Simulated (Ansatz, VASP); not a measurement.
# ZrOs in two plane-wave programs, part 2 of 2

One calculation is typed for both programs; each brings its own data sets. How far apart do they land? The cell is taken from a series of runs on this material, whose earlier steps may have relaxed, scaled, displaced or heated it; both programs get it as it stands.

VASP 6.6.1 and Ansatz 0.2.0.

So far: The starting structure; Ansatz: relaxation of cell and atoms, PBEsol; VASP: relaxation of cell and atoms, PBEsol; Differences.

## (5) VASP: zone-centre phonons, PBEsol

Level of this step: PBEsol; plane waves and PAW (Zr_sv, Os) (VASP).

Second derivatives magnify differences that forces hide, and they need a tight electronic threshold.

The input, INCAR:

```
SYSTEM = ZrOs
PREC = Accurate
ENCUT = 600
EDIFF = 1E-08
NELM = 120
ISMEAR = 1
SIGMA = 0.2
LREAL = .FALSE.
ALGO = Normal
GGA = PS
NBANDS = 16
LASPH = .TRUE.
LORBIT = 11
LWAVE = .FALSE.
LCHARG = .FALSE.
ISIF = 2
IBRION = 8
GGA_COMPAT = .FALSE.
KPAR = 2
```

The input, POSCAR:

```
ZrOs
1.0
    3.2472163246      0.0000000000      0.0000000000
    0.0000000000      3.2472163246      0.0000000000
    0.0000000000      0.0000000000      3.2472163246
Zr Os
1 1
Direct
    0.5000000000      0.5000000000      0.5000000000
    0.0000000000      0.0000000000      0.0000000000
```

The input, KPOINTS:

```
Automatic mesh
0
Gamma
16 16 16
0 0 0
```

The projector-augmented-wave data sets are Zr_sv and Os (PBE family, release 64).

The run is started by

```sh
> mpirun -np 2 vasp_std
```

Numbers of over 12 decimals in the logs are rounded to 6 here.

Log:

```text
[banner, memory and clock lines left out]
running    2 mpi-ranks, on    1 nodes
[...]
[... a notice as in an earlier step ...]

 LDA part: xc-table for (Slater+PW92), standard interpolation
 POSCAR, INCAR and KPOINTS ok, starting setup
[...]
entering main loop
       N       E                     dE             d eps       ncg     rms          rms(c)
DAV:   1     0.168441838638E+03    0.16844E+03   -0.11521E+04  5384   0.137E+03
DAV:   2    -0.130900011041E+02   -0.18153E+03   -0.17389E+03  6064   0.391E+02
DAV:   3    -0.231279064215E+02   -0.10038E+02   -0.99162E+01  9144   0.771E+01
DAV:   4    -0.234349394115E+02   -0.30703E+00   -0.30686E+00  6000   0.930E+00
[...]
DAV:  14    -0.224183122216E+02    0.40595E-07   -0.39474E-09  3256   0.632E-04    0.342E-04
DAV:  15    -0.224183122098E+02    0.11782E-07   -0.20434E-09  2848   0.456E-04    0.485E-05
DAV:  16    -0.224183122061E+02    0.36846E-08   -0.31911E-10  2968   0.161E-04
   1 F= -.22418312E+02 E0= -.22418156E+02  d E =-.469455E-03
[...]
RMM:  23    -0.664048838846E+00   -0.13272E-07   -0.41978E-07 19880   0.272E-04    0.251E-05
RMM:  24    -0.664048871753E+00   -0.32907E-07   -0.42919E-07 25880   0.246E-04    0.261E-05
RMM:  25    -0.664048851396E+00    0.20357E-07   -0.35347E-07 20783   0.222E-04    0.280E-05
 first order change of Fermi-energy  -0.80694E-03
 force on displaced ion       1 direction 1 :  -7.866  -0.000   0.000
 Linear response progress:
  Degree of freedom:   2/  2
       N       E                     dE             d eps       ncg     rms          rms(c)
RMM:   1    -0.213627654390E+00   -0.21363E+00   -0.10676E-01 25336   0.217E+00
RMM:   2    -0.213914106731E+00   -0.28645E-03   -0.48721E-03 20549   0.440E-01    0.193E-01
RMM:   3    -0.213687428056E+00    0.22668E-03   -0.77472E-04 23006   0.135E-01    0.115E-01
RMM:   4    -0.214055851618E+00   -0.36842E-03   -0.43238E-04 22755   0.124E-01    0.109E-02
[...]
RMM:  12    -0.214058681193E+00   -0.20097E-07   -0.49812E-09 28720   0.191E-04    0.487E-06
RMM:  13    -0.214058699908E+00   -0.18715E-07   -0.25955E-08 30304   0.107E-04    0.616E-06
RMM:  14    -0.214058703236E+00   -0.33282E-08   -0.14098E-08 29855   0.626E-05    0.292E-06
 first order change of Fermi-energy   0.10346E-02
 force on displaced ion       2 direction 1 :  -7.861  -0.000   0.000
 Linear response finished
```

OUTCAR, selected parts (step 5):

```text
  Total        0.0329518      0.0329518      0.0329518     -0.0000000      0.0000000      0.0000000
  in kB        1.5418998      1.5418998      1.5418998     -0.0000000      0.0000000      0.0000000
  external PRESSURE =       1.5418998 kB  Pullay stress =       0.0000000 kB

 POSITION                                       TOTAL-FORCE (eV/Angst)
 -----------------------------------------------------------------------------------
      1.62361      1.62361      1.62361         0.000000      0.000000      0.000000
      0.00000      0.00000      0.00000         0.000000      0.000000      0.000000
 -----------------------------------------------------------------------------------
    total drift:                                0.000000      0.000000      0.000000

[... 1 part as in an earlier step ...]

[... 1 further part left out ...]
```

Energies printed during the response cycles are not total energies of the cell.

## (6) Ansatz: zone-centre phonons, PBEsol

The same cell, functional, mesh and smearing now go to Ansatz, which takes its cutoff from its data sets.

The cell is taken from a series of runs on this material, whose earlier steps may have relaxed, scaled, displaced or heated it; both programs get it as it stands.

The input, input.yaml:

```yaml
crystal:
  lattice:
    - [3.2472163246, 0.0, 0.0]
    - [0.0, 3.2472163246, 0.0]
    - [0.0, 0.0, 3.2472163246]
  atoms:
    - { symbol: Zr, position: [0.5, 0.5, 0.5] }
    - { symbol: Os, position: [0.0, 0.0, 0.0] }
kpoints:
  mp_grid: { grid: [16, 16, 16] }
hamiltonian:
  xc: pbesol
  pseudopotentials: { kind: paw, azcp: { folder: soft_1 }, xc_functional: pbe }
scf:
  occupations: { method: methfessel_paxton, width: 0.2 }
output:
  eigenvalues: true
phonons:
  method: dfpt
```

The run is started by

```sh
> ansatz run input.yaml --threads 4 --pin off --max-ram 10240MiB --backend cpu --events-out ev --progress --plain --runs-dir out
```

Log:

```text
[...]
Crystal: 2 atoms, lattice volume = 34.240 Å³
Basis set: ecut = 420 eV, 691 PW (Γ), exchange–correlation on 48×48×48 points (8 copies of the dense FFT grid, shifted against one another)
Bands: 18, of which v1, the nominal top of the filled ones, is band 14 counted from 1 (13 counted from 0)
Symmetry: 48 space group operations
k-points: 405 of 4096 (irreducible under 8 space group operations, time reversal used)
[...]
k mesh reduced under 8 symmetry operations, with k and −k counted as one. Each operation leaves every solved perturbation unchanged. A smaller set is not used because it would not reduce the number of displacements times k-points to solve
  ASR residual: 4.371e-5 → 0.000e0 eV/Å²; symmetrization residual: 9.872e-6 eV/Å²
  ASR residual per site (eV/Å²): 4.38e-6 4.37e-5
  Γ frequencies (cm⁻¹): 0.00 0.00 0.00 185.64 185.64 185.64
  non-analytic LO–TO correction: not included (Born effective charges unavailable; polar crystals: no LO–TO splitting at Γ)
[key lines of the parts left out:]
SCF converged after 9 iterations
Free energy (F): -15382.036532 eV
Fermi energy:    19.954505 eV
```

## (7) Comparison

What differs besides the data sets and the points named for the pairs above, as far as they apply: the data sets hold 28 valence electrons in Ansatz (on its PAW soft_1 files) and 20 in VASP. Total energies have different zeros and are not compared.

Compared:

| quantity | Ansatz | VASP | difference |
| --- | --- | --- | --- |
| optical mode 1 to 3 (cm⁻¹) | 185.6 | 186.2 | -0.32 % |

Modes are paired by rising frequency, not by their patterns, so a pair may set unlike modes beside each other; they are those without the splitting of longitudinal modes.

## (8) Results

- difference in volume (relaxation of cell and atoms, PBEsol): -0.065 %
- r.m.s. difference of the optical zone-centre modes, each program's sorted by frequency (zone-centre phonons, PBEsol): 0.60 cm⁻¹

In words: The difference in volume is -0.065 % (relaxation of cell and atoms, PBEsol), within the 1.2 % picked in this series as the mark of a large difference, as far as the stopping tolerances let one tell. The data sets hold unlike numbers of valence electrons (28 in Ansatz and 20 in VASP), so part of the differences comes from the potentials. How closely two codes agree says nothing of how well the functional describes the real material.

[Lines on the potential files, build, host, timing and source positions are cut from VASP's logs without a mark.]

[Logs are printed without paths, hosts, clocks, repeated set-up lines and the standing remarks that a program may print on its own settings, such as how far it seeks lower states.]

[Hosts, paths, dates, database ids (printed as entryN), source tags and the programs' standing remarks are cut or masked in the printed files.]
